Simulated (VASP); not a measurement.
An input for Ansatz (written as the equivalent of a VASP run, and not itself run):

Ansatz 0.2 input:
```yaml
crystal:
  lattice:
    - [0.0000000, 2.8331200, 2.8331200]
    - [2.8331200, 0.0000000, 2.8331200]
    - [2.8331200, 2.8331200, 0.0000000]
  atoms:
    - { symbol: Mg, position: [0.0000000, 0.0000000, 0.0000000] }
    - { symbol: S, position: [0.7500000, 0.7500000, 0.7500000] }
kpoints:
  mp_grid: { grid: [7, 7, 7] }
hamiltonian:
  xc: r2scan
  pseudopotentials: { kind: paw }
scf:
  occupations: { method: gaussian, width: 0.05 }
  max_iter: 100
relax:
  max_steps: 60
  f_tol: 0.01
  cell: {}
output: { forces: true, stress: true, eigenvalues: true }
```

Translate this input to VASP (INCAR, KPOINTS, POSCAR, choice of POTCAR).

One answer among several that fit: 
**KPOINTS**
```
kpoints
0
gamma
7 7 7
```

**INCAR**
```
SYSTEM = MgS
PREC = Accurate; ENCUT = 400; LREAL = .FALSE.
LASPH = .TRUE.
EDIFF = 1E-6; NELM = 100; ALGO = Normal
LMIXTAU = .TRUE.
ISMEAR = 0; SIGMA = 0.05
METAGGA = R2SCAN
IBRION = 2; NSW = 60; ISIF = 3
EDIFFG = -0.01
LWAVE = .FALSE.; LCHARG = .FALSE.
```

POSCAR:
```
MgS
1.0
  0.0000000000   2.8331200000   2.8331200000
  2.8331200000   0.0000000000   2.8331200000
  2.8331200000   2.8331200000   0.0000000000
Mg S
1 1
direct
  0.0000000000   0.0000000000   0.0000000000
  0.7500000000   0.7500000000   0.7500000000
```

POTCAR, in this order: Mg S (PBE.64 set). Program: vasp_std.

What does not carry over: each code has its own PAW files, so the cut-off isn't converted (ENCUT is set for VASP's; basis.ecutwfc is left out, and Ansatz then takes the one that its files recommend); Ansatz stops its SCF on the density residual and VASP on the energy change (EDIFF).

The structure comes from a computed database's MgS entry (F-43m); how it stands against other phases isn't given here. This run relaxes it. Symmetry was kept, so distortions that lower it aren't found.
